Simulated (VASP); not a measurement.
An input for Quantum ESPRESSO's pw.x (written as the equivalent of a VASP run, and not itself run):

```
&CONTROL
  calculation = 'vc-relax'
  pseudo_dir = './pseudo'
  outdir = './out'
  tprnfor = .true.
  tstress = .true.
  nstep = 40
  forc_conv_thr = 0.00078
/
&SYSTEM
  ibrav = 0
  nat = 2
  ntyp = 2
  ecutwfc = 80
  occupations = 'smearing'
  smearing = 'gaussian'
  degauss = 0.003675
  input_dft = 'pz'
/
&ELECTRONS
  conv_thr = 7.3e-08
  electron_maxstep = 100
/
&IONS
/
&CELL
  press = 450
/
ATOMIC_SPECIES
  In 114.818 In.upf
  As 74.922 As.upf
CELL_PARAMETERS angstrom
     0.0000000    2.6929062    2.6929062
     2.6929062    0.0000000    2.6929062
     2.6929062    2.6929062   -0.0000000
ATOMIC_POSITIONS crystal
  In   0.0000000  0.0000000  0.0000000
  As   0.2500000  0.2500000  0.2500000
K_POINTS automatic
  9 9 9 0 0 0
```

Problem. Translate this input to VASP (INCAR, KPOINTS, POSCAR, choice of POTCAR).

Solution. Several could match; the one computed here: 
### POSCAR
```
InAs
1
    0.0000000000     2.6929061692     2.6929061692
    2.6929061692     0.0000000000     2.6929061692
    2.6929061692     2.6929061692    -0.0000000000
In As
1 1
Direct
  0.0000000000   0.0000000000   0.0000000000
  0.2500000000   0.2500000000   0.2500000000
```

INCAR:
```
SYSTEM = InAs
PREC = Accurate
ENCUT = 500
EDIFF = 1E-6
NELM = 100
ALGO = Normal
LREAL = .FALSE.
LASPH = .TRUE.
ISMEAR = 0
SIGMA = 0.05
LMAXMIX = 4
LWAVE = .FALSE.
LCHARG = .FALSE.
IBRION = 2
ISIF = 3
NSW = 40
EDIFFG = -0.02
PSTRESS = 450
```

KPOINTS:
```
Automatic mesh
0
Gamma
9 9 9
0 0 0
```

POTCAR, in this order: In_d As (LDA.64 set). Program: vasp_std.

The two are equivalent in intent, not identical: the potentials are each code's own (VASP's PAW set, PseudoDojo norm-conserving files in pw.x), so ENCUT and ecutwfc are chosen apart and not converted; conv_thr bounds pw.x's estimated SCF error, while EDIFF bounds the energy change between steps; forc_conv_thr acts on force components and is met together with etot_conv_thr.

The compound is InAs in the zinc blende structure. It was relaxed first under an external pressure of 45 GPa.
